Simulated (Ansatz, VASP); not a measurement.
# Cross-check of BN between VASP and Ansatz, part 2 of 3

Aim: how closely do two programs agree when they are given the same cell, functional and k mesh? The cell is taken from a series of runs on this material, whose earlier steps may have relaxed, scaled, displaced or heated it; both programs get it as it stands.

VASP 6.6.1 and Ansatz 0.2.0.

So far: The structure; VASP: zone-centre phonons, PBE, pair 1.

## (3) Ansatz: zone-centre phonons, PBE, pair 1

Level of this step: Ansatz beside VASP: Kohn-Sham DFT, plane waves, PBE (Ansatz).

Ansatz runs on its PAW soft_1 files.

The same cell, functional and mesh now go to Ansatz, which takes its cutoff from its data sets.

input.yaml reads:

```yaml
crystal:
  lattice:
    - [0.0, 1.8240434643, 1.8240434643]
    - [1.8240434643, 0.0, 1.8240434643]
    - [1.8240434643, 1.8240434643, 0.0]
  atoms:
    - { symbol: B, position: [0.0, 0.0, 0.0] }
    - { symbol: "N", position: [0.25, 0.25, 0.25] }
kpoints:
  mp_grid: { grid: [12, 12, 12] }
hamiltonian:
  xc: pbe
  pseudopotentials: { kind: paw, azcp: { folder: soft_1 } }
scf:
  occupations: { method: fixed }
output:
  eigenvalues: true
phonons:
  method: dfpt
  dielectric: true
  rigid_motions: translations
```

The run is started by

```
ansatz run input.yaml --threads 4 --pin off --max-ram 10240MiB --backend cpu --events-out ev --progress --plain --runs-dir out
```

Numbers of over 12 decimals in the logs are rounded to 6 here.

The log of the run:

```text
Engine: ansatz 0.2.0, aarch64-unknown-linux-gnu
Pseudopotentials: kind: paw
Pseudopotential: B, paw, valence charge 3, recommended cutoff 420 eV (normal), soft_1/B.paw.azcp
Pseudopotential: N, paw, valence charge 5, recommended cutoff 420 eV (normal), soft_1/N.paw.azcp
Functional definition: PBE
  parameter kappa = 0.804
  parameter beta = 0.066725
  exchange = pbe_x(kappa = kappa, mu = beta*pi^2/3)
  correlation = pbe_c(beta = beta)
Crystal: 2 atoms, lattice volume = 12.138 Å³
Basis set: ecut = 420 eV, 259 PW (Γ), exchange–correlation on 36×36×36 points (8 copies of the dense FFT grid, shifted against one another)
Bands: 8, of which v1, the nominal top of the filled ones, is band 4 counted from 1 (3 counted from 0)
Symmetry: 24 space group operations
k-points: 280 of 1728 (irreducible under 4 space group operations, time reversal used)
Non-local potential: B, projectors of the file, l = 0: 2, l = 1: 2, l = 2: 1
Non-local potential: N, projectors of the file, l = 0: 2, l = 1: 2, l = 2: 1
PAW form: soft (Blöchl's): semilocal exchange-correlation on the pseudo side does not see the compensation charge
PAW one-centre angular grid: B, 110 points (default); XC on 64 Gauss nodes
PAW one-centre angular grid: N, 110 points (default); XC on 64 Gauss nodes
Initial density: superposition of atomic densities (chi_scale 0.1, normalization cell, long waves kept (reshape's long-wave potential 0.00 eV rms))
Initial wavefunctions: pseudopotential atomic-orbital guess
Functional: x = pbe(κ = 0.804, μ = 0.219515), c = pbe(β = 0.066725)
SCF iter   1: F=—  HF=-542.886978 eV  |F-HF|=—  |Δ(HF+E_count)|=         —  Δρ=1.40e-1  dr2=1.94e0  ethr=3.10e-3  ⟨swp⟩=3.9  Hψ=12627  notcnv=0  defer=497
preconditioner: auto → none  [insulator: Δε(μ)=5.660 eV  Ē_g=19.925 eV  n_scr=0 (ndim 8)  ℏωp=30.1 eV  f_vac=0.000  ε∞_Penn≈3.3]
SCF iter   2: F=—  HF=-542.329490 eV  |F-HF|=—  |Δ(HF+E_count)|=   5.57e-1  Δρ=6.34e-2  dr2=2.68e-1  ethr=3.10e-3  ⟨swp⟩=2.0  Hψ=6594  notcnv=0  defer=67
SCF iter   3: F=—  HF=-542.277875 eV  |F-HF|=—  |Δ(HF+E_count)|=   5.16e-2  Δρ=2.31e-2  dr2=3.87e-2  ethr=3.10e-3  ⟨swp⟩=3.0  Hψ=3695  notcnv=0  defer=476
SCF iter   4: F=—  HF=-542.274683 eV  |F-HF|=—  |Δ(HF+E_count)|=   3.19e-3  Δρ=2.89e-3  dr2=3.66e-4  ethr=4.84e-4  ⟨swp⟩=3.0  Hψ=3941  notcnv=0  defer=539
SCF iter   5: F=—  HF=-542.274819 eV  |F-HF|=—  |Δ(HF+E_count)|=   1.36e-4  Δρ=2.88e-4  dr2=4.92e-6  ethr=4.58e-6  ⟨swp⟩=3.0  Hψ=3800  notcnv=0  defer=543
SCF iter   6: F=—  HF=-542.274819 eV  |F-HF|=—  |Δ(HF+E_count)|=   2.69e-7  Δρ=1.93e-5  dr2=1.17e-8  ethr=6.16e-8  ⟨swp⟩=2.8  Hψ=3570  notcnv=0  defer=22
SCF iter   7: F=—  HF=-542.274819 eV  |F-HF|=—  |Δ(HF+E_count)|=   4.22e-8  Δρ=2.16e-6  dr2=4.66e-10  ethr=1.46e-10  ⟨swp⟩=2.0  Hψ=3353  notcnv=0
SCF iter   8: F=-542.274819 eV  HF=-542.274819 eV  |F-HF|=2.27e-13  |Δ(HF+E_count)|=  8.53e-11  Δρ=1.01e-7  dr2=6.56e-13  ethr=1.25e-12  ⟨swp⟩=6.5  Hψ=11273  notcnv=0
SCF 1 converged in 8 iterations: F = -542.274819 eV  dr2 = 6.56e-13
  greatest PAW one-centre occupation: 0.786 electrons in one spin orbital (limit 2), on the N atom at site 1 (counted from 0), in its partial waves of l = 0
NSCF: frozen V_eff on 1 k-points
DFPT response loops at Γ: preconditioner auto → none (the input reference at scf.mixing.eps_inf says where Resta's filter doesn't serve); β = 0.50; Broyden in place of MSR1
SCF converged after 8 iterations
Free energy (F): -542.274819 eV
Harris-Foulkes:  -542.274819 eV  (|F-HF|=2.27e-13)
Internal energy: -542.274819 eV  (E = F + TS)
E sigma→0 (E₀):  -542.274819 eV
Fermi energy:    10.735447 eV
--- Per-component energies (eV) ---
  E_band       = 23.972945
  E_kinetic    = 182.038800
  E_local      = -161.660184  (includes V_loc(G=0)·N_el)
  E_nonlocal   = 42.072275
  E_hartree    = 49.740728
  E_xc         = -92.826467
  E_vxc        = -114.762610  (∫ρ·V_xc dr)
  E_paw        = -206.506677  (= ΣΔE_a)
  E_vpaw       = -23.197712  (= ΣTr[D̂ρ^β])
  E_aug_tail   = 0.000927  (compensation charges beyond the density's cutoff)
  E_ewald      = -355.134221
  E_smearing   = -0.000000  (= −TS)
  E_closure    = 0.000000  (closes the sum)
  Σ components = -542.274819   (vs F -542.274819, Δ=0.00e0)
--- Band table (eV; the first three rows and the last of 280) ---
  k-point 0: bands = ["-9.1904", "10.7354", "10.7354", "10.7354", "19.4300", "19.4300", "19.4300", "20.6171"]
  k-point 1: bands = ["-9.0249", "9.8391", "10.5601", "10.5601", "19.5913", "19.6956", "19.6956", "21.2132"]
  k-point 2: bands = ["-8.5350", "7.7800", "10.1331", "10.1331", "19.8354", "20.3147", "20.3147", "22.5805"]
  k-point 279: bands = ["-3.4805", "3.2661", "3.9757", "4.4219", "20.2224", "23.7018", "24.9714", "25.0710"]
--- Phonons (Γ-DFPT): 2 representative perturbations + reference, on 280 of 1728 k-points (Σ response iterations 6) ---
  k mesh reduced under 4 symmetry operations, with k and −k counted as one. Each operation leaves every solved perturbation unchanged. A smaller set is not considered because the run solves the response to a homogeneous field
  ASR residual: 4.560e-5 → 0.000e0 eV/Å²; symmetrization residual: 4.450e-7 eV/Å²
  ASR residual per site (eV/Å²): 2.50e-6 4.56e-5
  Γ frequencies (cm⁻¹): 0.00 0.00 0.00 1000.39 1000.39 1000.39
  ε∞ (high-frequency dielectric tensor):
        4.636552     0.000000     0.000000
       -0.000000     4.636552    -0.000000
        0.000000     0.000000     4.636552
  ε⁰ (static dielectric tensor: ions relaxed, cell fixed):
        7.091977     0.000000     0.000000
       -0.000000     7.091977    -0.000000
        0.000000     0.000000     7.091977
  ε⁰ − ε∞ (ionic part):
        2.455425     0.000000     0.000000
        0.000000     2.455425    -0.000000
        0.000000    -0.000000     2.455425
  softest optical mode at Γ: 1000.39 cm⁻¹; the repairs (sum rule, projections) moved no ω² at Γ by more than (0.98 cm⁻¹)²
  Born effective charges Z* (e; rows j = field, columns β = displacement):
    site 0:
         1.92309   -0.00000    0.00000
         0.00000    1.92309   -0.00000
        -0.00000   -0.00000    1.92309
    site 1:
        -1.92309    0.00000   -0.00000
        -0.00000   -1.92309    0.00000
         0.00000    0.00000   -1.92309
  Z* charge neutrality: 2.540e-6 e pre-enforcement
  k-mesh period / interband length: 31.0 Å / 1.31 Å = 23.57 at k = (0.0000, 0.0000, 0.0000), direct gap 8.695 eV — 14 or more, which is no proof of convergence
  optical modes at Γ without the LO–TO term, one row a degenerate level:
      ω (cm⁻¹)  modes    IR ((D/Å)²/amu)
       1000.39      3            41.9529
  optical modes at Γ + LO–TO along q̂ = [1.0000, 0.0000, 0.0000]:
      ω (cm⁻¹)  modes    IR ((D/Å)²/amu)
       1000.39      2            27.9686
       1237.24      1            13.9843
  optical modes at Γ + LO–TO along q̂ = [0.0000, 1.0000, 0.0000]:
      ω (cm⁻¹)  modes    IR ((D/Å)²/amu)
       1000.39      2            27.9686
       1237.24      1            13.9843
  optical modes at Γ + LO–TO along q̂ = [0.0000, 0.0000, 1.0000]:
      ω (cm⁻¹)  modes    IR ((D/Å)²/amu)
       1000.39      2            27.9686
       1237.24      1            13.9843
```

The column dr2 measures how far the density is from self-consistency, as an energy; F and HF (Harris–Foulkes) agree once it is small.

## (4) Comparison

Known differences besides the potentials themselves: fixed occupations in Ansatz, narrow Gaussian smearing in VASP; the cutoff is 420 eV in Ansatz and 600 eV in VASP. Total energies have different zeros and are not compared.

The two programs side by side:

| quantity | Ansatz | VASP | difference |
| --- | --- | --- | --- |
| ε∞ xx | 4.64 | 4.63 | +0.04 % |
| ε∞ yy | 4.64 | 4.63 | +0.04 % |
| ε∞ zz | 4.64 | 4.63 | +0.04 % |
| Born charge of B1 (mean of the diagonal) (e) | 1.92 | 1.92 | 0.00 |
| Born charge of N2 (mean of the diagonal) (e) | -1.92 | -1.92 | 0.00 |
| optical mode 1 to 3 (cm⁻¹) | 1000.4 | 1005.4 | -0.50 % |

Modes are paired by rising frequency, not by their patterns, so a pair may set unlike modes beside each other; they are those without the splitting of longitudinal modes.

## (5) VASP: zone-centre phonons, PBE, pair 2

Second derivatives magnify differences that forces hide, and they need a tight electronic threshold. The cell compared in this pair holds 12.38 Å³, against 12.14 Å³ for the pair before.

INCAR reads:

```
SYSTEM = BN
PREC = Accurate
ENCUT = 600
EDIFF = 1E-08
NELM = 120
ISMEAR = 0
SIGMA = 0.01
LREAL = .FALSE.
ALGO = Normal
GGA = PE
NBANDS = 10
LORBIT = 11
LWAVE = .FALSE.
LCHARG = .FALSE.
ISIF = 2
IBRION = 8
LEPSILON = .TRUE.
LASPH = .TRUE.
GGA_COMPAT = .FALSE.
EFERMI = MIDGAP
KPAR = 2
```

POSCAR reads:

```
BN
1.0
    0.0000000000      1.8358882343      1.8358882343
    1.8358882343      0.0000000000      1.8358882343
    1.8358882343      1.8358882343      0.0000000000
B N
1 1
Direct
    0.0000000000      0.0000000000      0.0000000000
    0.2500000000      0.2500000000      0.2500000000
```

KPOINTS reads:

```
Automatic mesh
0
Gamma
12 12 12
0 0 0
```

PAW data sets: B and N (PBE family, release 64).

The run is started by

```
mpirun -np 2 vasp_std
```

The log of the run:

```text
[... set-up lines as in an earlier step ...]
 entering main loop
       N       E                     dE             d eps       ncg     rms          rms(c)
DAV:   1     0.162588594983E+02    0.16259E+02   -0.53901E+03  1450   0.885E+02
DAV:   2    -0.176479471995E+02   -0.33907E+02   -0.32849E+02  1744   0.194E+02
DAV:   3    -0.183309518748E+02   -0.68300E+00   -0.68132E+00  1696   0.247E+01
DAV:   4    -0.183320761753E+02   -0.11243E-02   -0.11243E-02  1568   0.103E+00
[...]
DAV:  11    -0.174354585168E+02   -0.54631E-05   -0.98495E-06  1678   0.274E-02    0.952E-03
DAV:  12    -0.174354585460E+02   -0.29208E-07   -0.18331E-06  1660   0.103E-02    0.644E-04
DAV:  13    -0.174354585396E+02    0.64734E-08   -0.27584E-08  1602   0.174E-03
   1 F= -.17435459E+02 E0= -.17435459E+02  d E =0.000000E+00
 Linear response reoptimize wavefunctions to high precision
DAV:   1    -0.174354585592E+02   -0.19643E-07   -0.37640E-09  1570   0.548E-04
DAV:   2    -0.174354585592E+02   -0.27740E-10   -0.18641E-11   898   0.517E-05
 Linear response G [H, r] |phi>, progress :
  Direction:   1
[...]
RMM:  10    -0.352093655217E-01   -0.10286E-08    0.57132E-08  8530   0.512E-06    0.375E-07
 first order change of Fermi-energy  -0.28828E+01
 force on displaced ion       1 direction 1 : -21.607   0.000   0.000
 Born effective charge ion    1 direction 1 :   1.930   0.000   0.000
 Linear response progress:
  Degree of freedom:   2/  2
       N       E                     dE             d eps       ncg     rms          rms(c)
RMM:   1    -0.230458390692E+00   -0.23046E+00    0.13383E-01 11669   0.335E+00
RMM:   2    -0.226422587505E+00    0.40358E-02   -0.23345E-03  8541   0.549E-01    0.210E-01
RMM:   3    -0.227567410695E+00   -0.11448E-02   -0.31304E-04  8313   0.148E-01    0.115E-01
RMM:   4    -0.229619741949E+00   -0.20523E-02   -0.31396E-04  8058   0.146E-01    0.239E-02
[...]
RMM:   9    -0.229679435554E+00    0.96101E-07   -0.85077E-09  9413   0.512E-05    0.326E-06
RMM:  10    -0.229679450510E+00   -0.14955E-07   -0.12735E-09  8889   0.683E-06    0.860E-07
RMM:  11    -0.229679455668E+00   -0.51585E-08   -0.18627E-09  8206   0.567E-06    0.105E-07
 first order change of Fermi-energy   0.28832E+01
 force on displaced ion       2 direction 1 : -21.610  -0.000  -0.000
 Born effective charge ion    2 direction 1 :  -1.929   0.000   0.000
 Born effective charges drift removed
 Linear response finished
```

From OUTCAR (step 5):

```text
  Total       -1.0449500     -1.0449500     -1.0449500      0.0000000      0.0000000     -0.0000000
  in kB     -135.2811808   -135.2811808   -135.2811808      0.0000000      0.0000000     -0.0000000
  external PRESSURE =    -135.2811808 kB  Pullay stress =       0.0000000 kB

 POSITION                                       TOTAL-FORCE (eV/Angst)
 -----------------------------------------------------------------------------------
      0.00000      0.00000      0.00000         0.000000      0.000000      0.000000
      0.91794      0.91794      0.91794        -0.000000     -0.000000     -0.000000
 -----------------------------------------------------------------------------------
    total drift:                                0.000000      0.000000      0.000000

 MACROSCOPIC STATIC DIELECTRIC TENSOR (including local field effects in DFT)
 ------------------------------------------------------
           4.657064     0.000000    -0.000000
           0.000000     4.657064     0.000000
           0.000000    -0.000000     4.657064
 ------------------------------------------------------

 MACROSCOPIC STATIC DIELECTRIC TENSOR IONIC CONTRIBUTION
 ------------------------------------------------------
           2.518395    -0.000000     0.000000
          -0.000000     2.518395    -0.000000
           0.000000    -0.000000     2.518395
 ------------------------------------------------------

[... 1 part as in an earlier step ...]

[... 1 further part left out ...]
```

## (6) Ansatz: zone-centre phonons, PBE, pair 2

The same cell, functional and mesh now go to Ansatz, which takes its cutoff from its data sets.

The cell is taken from a series of runs on this material, whose earlier steps may have relaxed, scaled, displaced or heated it; both programs get it as it stands.

input.yaml, the sections that differ from step 3:

```yaml
crystal:
  lattice:
    - [0.0, 1.8358882343, 1.8358882343]
    - [1.8358882343, 0.0, 1.8358882343]
    - [1.8358882343, 1.8358882343, 0.0]
  atoms:
    - { symbol: B, position: [0.0, 0.0, 0.0] }
    - { symbol: "N", position: [0.25, 0.25, 0.25] }
# kpoints, hamiltonian, scf, output, phonons: as in step 3
```

The run is started by

```
ansatz run input.yaml --threads 4 --pin off --max-ram 10240MiB --backend cpu --events-out ev --progress --plain --runs-dir out
```

The log of the run:

```text
[...]
Crystal: 2 atoms, lattice volume = 12.376 Å³
Basis set: ecut = 420 eV, 259 PW (Γ), exchange–correlation on 36×36×36 points (8 copies of the dense FFT grid, shifted against one another)
Bands: 8, of which v1, the nominal top of the filled ones, is band 4 counted from 1 (3 counted from 0)
Symmetry: 24 space group operations
k-points: 280 of 1728 (irreducible under 4 space group operations, time reversal used)
[...]
optical modes at Γ + LO–TO along q̂ = [1.0000, 0.0000, 0.0000]:
      ω (cm⁻¹)  modes    IR ((D/Å)²/amu)
[...]
optical modes at Γ + LO–TO along q̂ = [0.0000, 1.0000, 0.0000]:
      ω (cm⁻¹)  modes    IR ((D/Å)²/amu)
        976.40      2            28.2347
       1214.74      1            14.1173
  optical modes at Γ + LO–TO along q̂ = [0.0000, 0.0000, 1.0000]:
      ω (cm⁻¹)  modes    IR ((D/Å)²/amu)
        976.40      2            28.2347
       1214.74      1            14.1173
[key lines of the parts left out:]
SCF converged after 8 iterations
Free energy (F): -542.259457 eV
Fermi energy:    10.433224 eV
```

## (7) Side by side

The two programs side by side:

| quantity | Ansatz | VASP | difference |
| --- | --- | --- | --- |
| ε∞ xx | 4.66 | 4.66 | +0.04 % |
| ε∞ yy | 4.66 | 4.66 | +0.04 % |
| ε∞ zz | 4.66 | 4.66 | +0.04 % |
| Born charge of B1 (mean of the diagonal) (e) | 1.93 | 1.93 | 0.00 |
| Born charge of N2 (mean of the diagonal) (e) | -1.93 | -1.93 | 0.00 |
| optical mode 1 to 3 (cm⁻¹) | 976.4 | 981.4 | -0.51 % |

Modes are paired by rising frequency, not by their patterns, so a pair may set unlike modes beside each other; they are those without the splitting of longitudinal modes.

## (8) Ansatz: zone-centre phonons, PBE, pair 3

Second derivatives magnify differences that forces hide, and they need a tight electronic threshold. The cell compared in this pair holds 12.61 Å³, against 12.38 Å³ for the pair before.

The cell is taken from a series of runs on this material, whose earlier steps may have relaxed, scaled, displaced or heated it; both programs get it as it stands.

input.yaml, the sections that differ from step 6:

```yaml
crystal:
  lattice:
    - [0.0, 1.8475821052, 1.8475821052]
    - [1.8475821052, 0.0, 1.8475821052]
    - [1.8475821052, 1.8475821052, 0.0]
  atoms:
    - { symbol: B, position: [0.0, 0.0, 0.0] }
    - { symbol: "N", position: [0.25, 0.25, 0.25] }
# kpoints, hamiltonian, scf, output, phonons: as in step 6
```

The log of the run:

```text
[...]
Crystal: 2 atoms, lattice volume = 12.614 Å³
Basis set: ecut = 420 eV, 259 PW (Γ), exchange–correlation on 36×36×36 points (8 copies of the dense FFT grid, shifted against one another)
Bands: 8, of which v1, the nominal top of the filled ones, is band 4 counted from 1 (3 counted from 0)
Symmetry: 24 space group operations
k-points: 280 of 1728 (irreducible under 4 space group operations, time reversal used)
[...]
optical modes at Γ + LO–TO along q̂ = [1.0000, 0.0000, 0.0000]:
      ω (cm⁻¹)  modes    IR ((D/Å)²/amu)
[...]
optical modes at Γ + LO–TO along q̂ = [0.0000, 1.0000, 0.0000]:
      ω (cm⁻¹)  modes    IR ((D/Å)²/amu)
        953.28      2            28.4968
       1193.02      1            14.2484
  optical modes at Γ + LO–TO along q̂ = [0.0000, 0.0000, 1.0000]:
      ω (cm⁻¹)  modes    IR ((D/Å)²/amu)
        953.28      2            28.4968
       1193.02      1            14.2484
[key lines of the parts left out:]
SCF converged after 8 iterations
Free energy (F): -542.234894 eV
Fermi energy:    10.141606 eV
```

(Part 2 of 3 ends here.)

[Lines on the potential files, build, host, timing and source positions are cut from VASP's logs without a mark.]

[Logs are printed without paths, hosts, clocks, repeated set-up lines and the standing remarks that a program may print on its own settings, such as how far it seeks lower states.]

[Hosts, paths, dates, database ids (printed as entryN), source tags and the programs' standing remarks are cut or masked in the printed files.]
